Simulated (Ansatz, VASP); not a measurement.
As2Se: VASP beside Ansatz

File INCAR:

```
ALGO     = Normal         # electronic algorithm
EDIFF    = 1E-7           # SCF threshold, eV
ENCUT    = 520            # plane-wave cutoff, eV
GGA      = PS             # functional
ISIF     = 2              # what is computed and relaxed
ISMEAR   = 0              # smearing method
LASPH    = T              # aspherical terms in the spheres
LCHARG   = F              # write CHGCAR
LREAL    = F              # projectors in reciprocal space
LWAVE    = F              # write WAVECAR
NBANDS   = 25             # bands
NELM     = 80             # most SCF steps
PREC     = Accurate       # precision mode
SIGMA    = 0.1            # smearing width, eV
```

The input KPOINTS:

```
k-points
0
Gamma
  8 8 8
```

POSCAR

```
As2Se
1.0
   -3.5294180000      3.5294180000      2.6535710000
    3.5294180000     -3.5294180000      2.6535710000
    3.5294180000      3.5294180000     -2.6535710000
As Se
4 2
Direct
    0.8750000000      0.1250000000      0.7500000000
    0.3750000000      0.1250000000      0.2500000000
    0.8750000000      0.6250000000      0.7500000000
    0.8750000000      0.1250000000      0.2500000000
    0.5000000000      0.5000000000      0.0000000000
    0.2500000000      0.7500000000      0.5000000000
```

Input for Ansatz:

```yaml
crystal:
  lattice:
    - [-3.529418, 3.529418, 2.653571]
    - [3.529418, -3.529418, 2.653571]
    - [3.529418, 3.529418, -2.653571]
  atoms:
    - { symbol: As, position: [0.875, 0.125, 0.75] }
    - { symbol: As, position: [0.375, 0.125, 0.25] }
    - { symbol: As, position: [0.875, 0.625, 0.75] }
    - { symbol: As, position: [0.875, 0.125, 0.25] }
    - { symbol: Se, position: [0.5, 0.5, 0.0] }
    - { symbol: Se, position: [0.25, 0.75, 0.5] }
basis:
  ecutwfc: 420
kpoints:
  mp_grid: { grid: [8, 8, 8] }
hamiltonian:
  xc: pbesol
scf:
  occupations: { method: gaussian, width: 0.1 }
output:
  forces: true
  stress: true
  eigenvalues: true
  populations: true
  write_density: true
  write_potential: true
  elf: true
  volumetric_format: npy
```

The cell comes from a database or a generator and needn't be the stable form of this composition.

Alike in both runs: task single point; functional PBEsol; k mesh 8 × 8 × 8; occupations gaussian, width 0.1 eV; no spin polarisation.

|  | VASP | Ansatz |
| --- | --- | --- |
| version | VASP 6.6.1 | Ansatz 0.2.0 |
| potentials or method | VASP PAW PBE potentials, release 64 (As, Se) | scalar-relativistic, plane waves, PAW |
| plane-wave cutoff (eV) | 520 | 420 |
| valence electrons in the cell | 32 | 92 |

VASP gave:

```
gap on the k mesh at the Fermi level (eV)       : none
pressure (GPa)                                  : -3.3
largest component of the traceless stress (GPa) : 0.59
```

Problem. Estimate Ansatz's values.

Solution. gap on the k mesh at the Fermi level (eV): none; pressure (GPa): -3.5; largest component of the traceless stress (GPa): 0.63.

A gap of «none» marks a metal or a gap that the smearing closes. With one functional, cell and mesh, what is left measures potentials, basis and numerics. The two sets of potentials don't hold the same shells in valence.

Caveats: the PAW data sets were made with another functional, which shifts forces and pressure a little (VASP).
